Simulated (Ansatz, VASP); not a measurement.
# In19As19H30 (InAs wire along [111], 38 atoms a period, H-terminated): VASP beside Ansatz, part 2 of 3

One calculation is typed for both programs; each brings its own data sets. How far apart do they land? Of the first pair: The structure shown is the start of the Ansatz relaxation below; VASP solves that cell, so the two are compared at the walk's first step.

VASP 6.6.1 and Ansatz 0.2.0.

So far: The structure; Ansatz: relaxation, PBE.

**3. VASP: single point, PBE, start cell, pair 1**

Level of this step: PBE; plane waves and PAW (In_d, As, H) (VASP).

The same cell, functional, mesh and smearing now go to VASP, with its own data sets.

Lines of VASP's logs that name or quote its potential files are left out, and so is its time.

INCAR

```
SYSTEM = In19As19H30
PREC = Accurate
ENCUT = 400
EDIFF = 1E-06
NELM = 120
ISMEAR = -1
SIGMA = 0.05
LREAL = Auto
ALGO = Normal
GGA = PE
NBANDS = 240
LORBIT = 11
LWAVE = .FALSE.
LCHARG = .FALSE.
ISIF = 2
LASPH = .TRUE.
GGA_COMPAT = .FALSE.
EFERMI = MIDGAP
KPAR = 4
```

POSCAR

```
In19As19H30
1.0
   18.4610000000      0.0000000000      0.0000000000
    0.0000000000     20.0480000000      0.0000000000
    0.0000000000      0.0000000000     10.7213940000
In As H
19 19 30
Direct
    0.3814530632      0.4423775439      0.0000000000
    0.5000000000      0.2533020750      0.0000000000
    0.6185469368      0.4423775439      0.0000000000
    0.2629060723      0.3793524042      0.3333333333
    0.3814530632      0.5684278731      0.3333333333
    0.5000000000      0.3793524042      0.3333333333
    0.5000000000      0.7575033919      0.3333333333
    0.6185469368      0.5684278731      0.3333333333
    0.7370939277      0.3793524042      0.3333333333
    0.2629060723      0.5054027334      0.6666666667
    0.3814530632      0.3163272646      0.6666666667
    0.3814530632      0.6944782023      0.6666666667
    0.5000000000      0.5054027334      0.6666666667
    0.6185469368      0.6944782023      0.6666666667
    0.6185469368      0.3163272646      0.6666666667
    0.7370939277      0.5054027334      0.6666666667
    0.2629060723      0.6314530626      0.0000000000
    0.5000000000      0.6314530626      0.0000000000
    0.7370939277      0.6314530626      0.0000000000
    0.2629060723      0.6314530626      0.2500000466
    0.3814530632      0.4423775439      0.2500000466
    0.5000000000      0.2533020750      0.2500000466
    0.5000000000      0.6314530626      0.2500000466
    0.6185469368      0.4423775439      0.2500000466
    0.7370939277      0.6314530626      0.2500000466
    0.2629060723      0.3793524042      0.5833333800
    0.3814530632      0.5684278731      0.5833333800
    0.5000000000      0.3793524042      0.5833333800
    0.5000000000      0.7575033919      0.5833333800
    0.6185469368      0.5684278731      0.5833333800
    0.7370939277      0.3793524042      0.5833333800
    0.2629060723      0.5054027334      0.9166667133
    0.3814530632      0.3163272646      0.9166667133
    0.3814530632      0.6944782023      0.9166667133
    0.5000000000      0.5054027334      0.9166667133
    0.6185469368      0.6944782023      0.9166667133
    0.6185469368      0.3163272646      0.9166667133
    0.7370939277      0.5054027334      0.9166667133
    0.1841798927      0.4212069533      0.2779923021
    0.2629060723      0.2956433061      0.2779923021
    0.4212738205      0.7993579409      0.2779923021
    0.5787261795      0.7993579409      0.2779923021
    0.7370939277      0.2956433061      0.2779923021
    0.8158201073      0.4212069533      0.2779923021
    0.1943523644      0.5950066840      0.2981902353
    0.2629060723      0.7043458200      0.2981902353
    0.4314462922      0.2168556963      0.2981902353
    0.5685537078      0.2168556963      0.2981902353
    0.7370939277      0.7043458200      0.2981902353
    0.8056476356      0.5950066840      0.2981902353
    0.1841798927      0.5472572825      0.6113256355
    0.3027268837      0.7363327514      0.6113256355
    0.3814530632      0.2326181165      0.6113256355
    0.6185469368      0.2326181165      0.6113256355
    0.6972731163      0.7363327514      0.6113256355
    0.8158201073      0.5472572825      0.6113256355
    0.1943523644      0.3429060255      0.6315235687
    0.5000000000      0.8303961492      0.6315235687
    0.8056476356      0.3429060255      0.6315235687
    0.1841798927      0.6733076117      0.9446589688
    0.5000000000      0.1695929769      0.9446589688
    0.8158201073      0.6733076117      0.9446589688
    0.1943523644      0.4689563547      0.9648569953
    0.3128993554      0.2798808859      0.9648569953
    0.3814530632      0.7673709597      0.9648569953
    0.6185469368      0.7673709597      0.9648569953
    0.6871006446      0.2798808859      0.9648569953
    0.8056476356      0.4689563547      0.9648569953
```

KPOINTS

```
Automatic mesh
0
Gamma
1 1 8
0 0 0
```

Potentials, in the order of the species: In_d, As and H (PBE family, release 64).

The run is started by

```sh
$ mpirun -np 8 vasp_std
```

Numbers of over 12 decimals in the logs are rounded to 6 here.

Log:

```text
[banner, memory and clock lines left out]
running    8 mpi-ranks, on    1 nodes
[...]
|                                                                             |
|           W    W    AA    RRRRR   N    N  II  N    N   GGGG   !!!           |
|           W    W   A  A   R    R  NN   N  II  NN   N  G    G  !!!           |
|           W    W  A    A  R    R  N N  N  II  N N  N  G       !!!           |
|           W WW W  AAAAAA  RRRRR   N  N N  II  N  N N  G  GGG   !            |
|           WW  WW  A    A  R   R   N   NN  II  N   NN  G    G                |
|           W    W  A    A  R    R  N    N  II  N    N   GGGG   !!!           |
|                                                                             |
|     For optimal performance we recommend to set                             |
|       NCORE = 2 up to number-of-cores-per-socket                            |
|     NCORE specifies how many cores store one orbital (NPAR=cpu/NCORE).      |
|     This setting can greatly improve the performance of VASP for DFT.       |
|     The default, NCORE=1 might be grossly inefficient on modern             |
|     multi-core architectures or massively parallel machines. Do your        |
|     Unfortunately you need to use the default for GW and RPA                |
|     calculations (for HF NCORE is supported but not extensively tested      |
|     yet).                                                                   |
|                                                                             |

 LDA part: xc-table for (Slater+PW92), standard interpolation
 POSCAR, INCAR and KPOINTS ok, starting setup
[...]
entering main loop
       N       E                     dE             d eps       ncg     rms          rms(c)
DAV:   1     0.275251702366E+04    0.27525E+04   -0.12585E+05  2912   0.101E+03
DAV:   2     0.721064879156E+02   -0.26804E+04   -0.26275E+04  2824   0.285E+02
DAV:   3    -0.228817431863E+03   -0.30092E+03   -0.29894E+03  2864   0.136E+02
DAV:   4    -0.244790932520E+03   -0.15974E+02   -0.15926E+02  2856   0.331E+01
[...]
DAV:  31    -0.233572862720E+03   -0.19341E-05   -0.10264E-07  1960   0.751E-04    0.139E-03
DAV:  32    -0.233572864221E+03   -0.15013E-05   -0.52881E-08  1720   0.610E-04    0.991E-04
DAV:  33    -0.233572864972E+03   -0.75127E-06   -0.58569E-08  1736   0.488E-04
   1 F= -.23357286E+03 E0= -.23357286E+03  d E =-.103491E-06
```

Parts of OUTCAR (step 3):

```text
 POSITION                                       TOTAL-FORCE (eV/Angst)
 -----------------------------------------------------------------------------------
      7.04200      8.86879      0.00000        -0.243877     -0.138725      0.307303
      9.23050      5.07820      0.00000         0.000000     -0.938910     -0.396462
     11.41900      8.86879      0.00000         0.243877     -0.138725      0.307303
      4.85351      7.60526      3.57380        -0.757385     -0.436773     -0.561148
      7.04200     11.39584      3.57380         0.427791     -0.246727      0.228682
      9.23050      7.60526      3.57380         0.000000      0.493543      0.226070
      9.23050     15.18643      3.57380         0.000000      0.870211     -0.558728
     11.41900     11.39584      3.57380        -0.427791     -0.246727      0.228682
     13.60749      7.60526      3.57380         0.757385     -0.436773     -0.561148
      4.85351     10.13231      7.14760        -0.717925      0.157011     -0.416344
      7.04200      6.34173      7.14760        -0.222871     -0.696451     -0.415506
      7.04200     13.92290      7.14760        -0.493845      0.543194     -0.415692
      9.23050     10.13231      7.14760         0.000000      0.000864     -0.375785
     11.41900     13.92290      7.14760         0.493845      0.543194     -0.415692
[...]
-----------------------------------------------------------------------------------
    total drift:                                0.000000     -0.019726      0.003812

  FREE ENERGIE OF THE ION-ELECTRON SYSTEM (eV)
  ---------------------------------------------------
  free  energy   TOTEN  =      -233.5728649724 eV

  energy  without entropy=     -233.5728648689  energy(sigma->0) =     -233.57286492

[... 2 further parts left out ...]
```

**4. Side by side**

Known differences besides the potentials themselves: the data sets hold 562 valence electrons in Ansatz (on its PAW soft_1 files) and 372 in VASP; the cutoff is 420 eV in Ansatz and 400 eV in VASP (PREC = Accurate, projectors in real space). Total energies have different zeros and are not compared.

Forces on 10 of the 68 atoms, those with the largest forces and the largest differences (eV/Å; atoms numbered as in POSCAR):

```csv
atom,"Ansatz x, y, z","VASP x, y, z"
In2,"0.000, -0.927, -0.394","0.000, -0.939, -0.396"
In4,"-0.746, -0.430, -0.552","-0.757, -0.437, -0.561"
In7,"0.000, 0.859, -0.550","0.000, 0.870, -0.559"
In9,"0.746, -0.430, -0.552","0.757, -0.437, -0.561"
In10,"-0.704, 0.150, -0.412","-0.718, 0.157, -0.416"
In17,"-0.804, 0.466, -0.397","-0.817, 0.474, -0.399"
In19,"0.804, 0.466, -0.397","0.817, 0.474, -0.399"
As20,"0.103, -0.059, -0.030","0.160, -0.101, -0.074"
As22,"0.000, 0.117, -0.030","0.000, 0.186, -0.075"
As25,"-0.103, -0.059, -0.030","-0.160, -0.101, -0.074"
```

The forces differ by 27 meV/Å r.m.s., which is 8.6 % of the r.m.s. force of 0.309 eV/Å (both taken over all components).

**5. Ansatz: relaxation, PBE**

This run makes the geometry at which the two programs are then compared. The cell compared in this pair holds 3974.03 Å³, against 3968.05 Å³ for the pair before.

The structure compared here is the end of the Ansatz relaxation.

input.yaml

```yaml
crystal:
  lattice:
    - [18.461, 0.0, 0.0]
    - [0.0, 20.048, 0.0]
    - [0.0, 0.0, 10.7213944989]
  atoms:
    - { symbol: In, position: [0.381445176, 0.442377567, 0.0] }
    - { symbol: In, position: [0.49999214, 0.25330208, 0.0] }
    - { symbol: In, position: [0.618539103, 0.442377567, 0.0] }
    - { symbol: As, position: [0.262898213, 0.631453055, 0.25] }
    - { symbol: As, position: [0.381445176, 0.442377567, 0.25] }
    - { symbol: As, position: [0.49999214, 0.25330208, 0.25] }
    - { symbol: As, position: [0.49999214, 0.631453055, 0.25] }
    - { symbol: As, position: [0.618539103, 0.442377567, 0.25] }
    - { symbol: As, position: [0.737086066, 0.631453055, 0.25] }
    - { symbol: H, position: [0.184172038, 0.421206956, 0.277992274] }
    - { symbol: H, position: [0.262898213, 0.295643302, 0.277992274] }
    - { symbol: H, position: [0.421265965, 0.799357932, 0.277992274] }
    - { symbol: H, position: [0.578718314, 0.799357932, 0.277992274] }
    - { symbol: H, position: [0.737086066, 0.295643302, 0.277992274] }
    - { symbol: H, position: [0.815812241, 0.421206956, 0.277992274] }
    - { symbol: H, position: [0.194344522, 0.595006676, 0.298190249] }
    - { symbol: H, position: [0.262898213, 0.704345813, 0.298190249] }
    - { symbol: H, position: [0.431438448, 0.216855701, 0.298190249] }
    - { symbol: H, position: [0.568545831, 0.216855701, 0.298190249] }
    - { symbol: H, position: [0.737086066, 0.704345813, 0.298190249] }
    - { symbol: H, position: [0.805639758, 0.595006676, 0.298190249] }
    - { symbol: In, position: [0.262898213, 0.379352405, 0.333333333] }
    - { symbol: In, position: [0.381445176, 0.568427893, 0.333333333] }
    - { symbol: In, position: [0.49999214, 0.379352405, 0.333333333] }
    - { symbol: In, position: [0.49999214, 0.75750338, 0.333333333] }
    - { symbol: In, position: [0.618539103, 0.568427893, 0.333333333] }
    - { symbol: In, position: [0.737086066, 0.379352405, 0.333333333] }
    - { symbol: As, position: [0.262898213, 0.379352405, 0.583333333] }
    - { symbol: As, position: [0.381445176, 0.568427893, 0.583333333] }
    - { symbol: As, position: [0.49999214, 0.379352405, 0.583333333] }
    - { symbol: As, position: [0.49999214, 0.75750338, 0.583333333] }
    - { symbol: As, position: [0.618539103, 0.568427893, 0.583333333] }
    - { symbol: As, position: [0.737086066, 0.379352405, 0.583333333] }
    - { symbol: H, position: [0.184172038, 0.547257281, 0.611325607] }
    - { symbol: H, position: [0.302719002, 0.736332769, 0.611325607] }
    - { symbol: H, position: [0.381445176, 0.232618139, 0.611325607] }
    - { symbol: H, position: [0.618539103, 0.232618139, 0.611325607] }
    - { symbol: H, position: [0.697265278, 0.736332769, 0.611325607] }
    - { symbol: H, position: [0.815812241, 0.547257281, 0.611325607] }
    - { symbol: H, position: [0.194344522, 0.342906026, 0.631523582] }
    - { symbol: H, position: [0.49999214, 0.830396138, 0.631523582] }
    - { symbol: H, position: [0.805639758, 0.342906026, 0.631523582] }
    - { symbol: In, position: [0.262898213, 0.50540273, 0.666666667] }
    - { symbol: In, position: [0.381445176, 0.316327242, 0.666666667] }
    - { symbol: In, position: [0.381445176, 0.694478218, 0.666666667] }
    - { symbol: In, position: [0.49999214, 0.50540273, 0.666666667] }
    - { symbol: In, position: [0.618539103, 0.694478218, 0.666666667] }
    - { symbol: In, position: [0.618539103, 0.316327242, 0.666666667] }
    - { symbol: In, position: [0.737086066, 0.50540273, 0.666666667] }
    - { symbol: As, position: [0.262898213, 0.50540273, 0.916666667] }
    - { symbol: As, position: [0.381445176, 0.316327242, 0.916666667] }
    - { symbol: As, position: [0.381445176, 0.694478218, 0.916666667] }
    - { symbol: As, position: [0.49999214, 0.50540273, 0.916666667] }
    - { symbol: As, position: [0.618539103, 0.694478218, 0.916666667] }
    - { symbol: As, position: [0.618539103, 0.316327242, 0.916666667] }
    - { symbol: As, position: [0.737086066, 0.50540273, 0.916666667] }
    - { symbol: H, position: [0.184172038, 0.673307606, 0.94465894] }
    - { symbol: H, position: [0.49999214, 0.169592977, 0.94465894] }
    - { symbol: H, position: [0.815812241, 0.673307606, 0.94465894] }
    - { symbol: H, position: [0.194344522, 0.468956351, 0.964856915] }
    - { symbol: H, position: [0.312891485, 0.279880863, 0.964856915] }
    - { symbol: H, position: [0.381445176, 0.767370976, 0.964856915] }
    - { symbol: H, position: [0.618539103, 0.767370976, 0.964856915] }
    - { symbol: H, position: [0.687092794, 0.279880863, 0.964856915] }
    - { symbol: H, position: [0.805639758, 0.468956351, 0.964856915] }
    - { symbol: In, position: [0.262898213, 0.631453055, 0.0] }
    - { symbol: In, position: [0.49999214, 0.631453055, 0.0] }
    - { symbol: In, position: [0.737086066, 0.631453055, 0.0] }
kpoints:
  mp_grid: { grid: [1, 1, 8] }
scf:
  occupations: { method: fermi_dirac, width: 0.05 }
hamiltonian:
  xc: pbe
  pseudopotentials: { kind: paw, azcp: { folder: soft_1 } }
relax:
  cell: { fix: [a, b, alpha, beta, gamma] }
  max_steps: 45
  f_tol: 0.03
```

The run is started by

```sh
$ ansatz run input.yaml --threads 4 --pin off --max-ram 16384MiB --backend cpu --events-out ev --progress --plain --runs-dir out
```

Log:

```text
[...]
Crystal: 68 atoms, lattice volume = 3968.054 Å³
Basis set: ecut = 420 eV, 77509 PW (Γ), exchange–correlation on 250×270×144 points (8 copies of the dense FFT grid, shifted against one another)
Bands: 349, of which v1, the nominal top of the filled ones, is band 281 counted from 1 (280 counted from 0)
Symmetry: 2 space group operations
[...]
k-points: 5 of 8 (time reversal used)
[...]
- { symbol: As, position: [0.618217, 0.685262, 0.912426] }
    - { symbol: As, position: [0.610040, 0.321210, 0.912431] }
    - { symbol: As, position: [0.728247, 0.509764, 0.912424] }
[...]
- { symbol: H, position: [0.381350, 0.756429, 0.962650] }
    - { symbol: H, position: [0.618650, 0.756429, 0.962650] }
    - { symbol: H, position: [0.676748, 0.285268, 0.962661] }
    - { symbol: H, position: [0.795393, 0.474520, 0.962652] }
    - { symbol: In, position: [0.255419, 0.635455, -0.00919412] }
    - { symbol: In, position: [0.5, 0.628340, 0.012817] }
    - { symbol: In, position: [0.744581, 0.635455, -0.00919412] }
[key lines of the parts left out:]
P = ⅓ Tr σ = 0.0077 GPa (0.077 kbar)
```

[end of part 2 of 3]

[Lines on the potential files, build, host, timing and source positions are cut from VASP's logs without a mark.]

[Logs are printed without paths, hosts, clocks, repeated set-up lines and the standing remarks that a program may print on its own settings, such as how far it seeks lower states.]

[Hosts, paths, dates, database ids (printed as entryN), source tags and the programs' standing remarks are cut or masked in the printed files.]
